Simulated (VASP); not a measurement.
Consider the following.

```cif
data_ClNa
_chemical_formula_sum 'Na1 Cl1'
_space_group_name_H-M_alt 'P 1'
_space_group_IT_number 1
_cell_length_a 3.94558
_cell_length_b 3.94558
_cell_length_c 3.94558
_cell_angle_alpha 60.000
_cell_angle_beta 60.000
_cell_angle_gamma 60.000
loop_
_space_group_symop_operation_xyz
  'x, y, z'
loop_
_atom_site_label
_atom_site_type_symbol
_atom_site_fract_x
_atom_site_fract_y
_atom_site_fract_z
_atom_site_occupancy
Na1 Na 0.00000 0.00000 0.00000 1
Cl1 Cl 0.50000 0.50000 0.50000 1
```

These are PBE GGA with D3 dispersion (Becke-Johnson damping), VASP's PBE PAW potentials (set 64) (plane waves; VASP) values and carry that method's errors. Run with 520 eV cut-off, 8×8×8 Γ-centred mesh, Gaussian smearing of 0.050 eV, potentials Na_pv Cl.

**Question.** Give the energy at these volumes per atom, relative to the lowest: 20.39, 21.04, 21.69, 22.34, 22.99 Å³.

**Answer.** 7.9, 1.9, 0.0, 1.5, 5.9 meV/atom. A third-order Birch-Murnaghan fit gives B0 = 27.9 GPa and B0′ = 4.6.

The compound is NaCl in the rock salt structure. It was relaxed first.
